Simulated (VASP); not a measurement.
Output of a VASP run:

OSZICAR:
```
       N       E                     dE             d eps       ncg     rms          rms(c)
DAV:   1     0.693280371571E+02    0.69328E+02   -0.94349E+03  1016   0.145E+03
DAV:   2    -0.357209191613E+02   -0.10505E+03   -0.97587E+02  1460   0.319E+02
DAV:   3    -0.397081495258E+02   -0.39872E+01   -0.39661E+01  1296   0.629E+01
DAV:   4    -0.397394534480E+02   -0.31304E-01   -0.31284E-01  1224   0.585E+00
DAV:   5    -0.397398266496E+02   -0.37320E-03   -0.37311E-03  1252   0.620E-01    0.111E+01
DAV:   6    -0.367739911021E+02    0.29658E+01   -0.71114E+00  1176   0.236E+01    0.509E+00
DAV:   7    -0.364906415670E+02    0.28335E+00   -0.49614E-01  1236   0.666E+00    0.306E+00
DAV:   8    -0.364182643517E+02    0.72377E-01   -0.20460E-01  1208   0.369E+00    0.357E-01
DAV:   9    -0.364153843742E+02    0.28800E-02   -0.98971E-03  1196   0.968E-01    0.171E-01
DAV:  10    -0.364156074816E+02   -0.22311E-03   -0.50761E-04  1244   0.216E-01    0.272E-02
DAV:  11    -0.364156230484E+02   -0.15567E-04   -0.68841E-05  1252   0.776E-02    0.176E-02
DAV:  12    -0.364156234514E+02   -0.40302E-06   -0.12959E-05  1264   0.334E-02    0.230E-03
DAV:  13    -0.364156235217E+02   -0.70332E-07   -0.39641E-07   780   0.652E-03
   1 F= -.34520366E+02 E0= -.34520366E+02  d E =-.345204E+02
```

File OUTCAR:
```
------------------------ aborting loop because EDIFF is reached ----------------------------------------
  FORCE on cell =-STRESS in cart. coord.  units (eV):
  Direction    XX          YY          ZZ          XY          YZ          ZX
  --------------------------------------------------------------------------------------
  Total        1.8982653      1.8982664      1.8944080     -0.0000000     -0.0000000     -0.0000000
  in kB      100.1587222    100.1587788     99.9551997     -0.0000000     -0.0000000     -0.0000000
  external PRESSURE =       0.0909002 kB  Pullay stress =     100.0000000 kB
  volume of cell :       30.37
      direct lattice vectors                 reciprocal lattice vectors
     1.243957891 -2.154598879  0.000000000     0.401942866 -0.232061756  0.000000000
     1.243957891  2.154598879  0.000000000     0.401942866  0.232061756  0.000000000
     0.000000000  0.000000000  5.664695984     0.000000000  0.000000000  0.176531980
  FREE ENERGIE OF THE ION-ELECTRON SYSTEM (eV)
  ---------------------------------------------------
  free  energy   TOTEN  =       -36.4156235217 eV

  energy  without entropy=      -36.4156235217  energy(sigma->0) =      -36.41562352
  enthalpy is  TOTEN    =       -34.5203664352 eV   P V=        1.8952570865

 reached required accuracy - stopping structural energy minimisation
```
(Selected blocks of OUTCAR.)

**POSCAR**
```
BN
1
    1.2439578914    -2.1545988789    -0.0000000000
    1.2439578914     2.1545988789    -0.0000000000
   -0.0000000000    -0.0000000000     5.6646959839
B N
2 2
Direct
  0.3333330000   0.6666670000   0.2500000000
  0.6666670000   0.3333330000   0.7500000000
  0.6666670000   0.3333330000   0.2500000000
  0.3333330000   0.6666670000   0.7500000000
```

Q: Write an INCAR and KPOINTS that could have produced this output.

A: Several could match; the one computed here: the input of the run itself, PBEsol GGA, plane waves, VASP's PBE PAW potentials (set 64).

**INCAR**
```
LWAVE = .False.
NSW = 40
IBRION = 2
GGA = PS
PSTRESS = 100
LCHARG = .False.
SIGMA = 0.05   # width (eV)
SYSTEM = BN
LASPH = .True.
ENCUT = 620
ISMEAR = 0
EDIFF = 1E-6   # SCF stop (eV)
PREC = Accurate
EDIFFG = -0.02   # ionic stop
NELM = 100   # most electronic steps
ALGO = Normal   # blocked Davidson
LREAL = .False.   # projection in real space or not
ISIF = 3   # ions, shape and volume
```

File KPOINTS:
```
Automatic mesh
0
Gamma
10 10 4
0 0 0
```

POTCAR, in this order: B N (PBE.64 set). Program: vasp_std.

Without a dispersion term in the relaxation, distances and binding between the weakly bound layers, chains or molecules are unreliable, and so is what depends on them.

The compound is BN in the hex structure. It was relaxed first under an external pressure of 10 GPa.
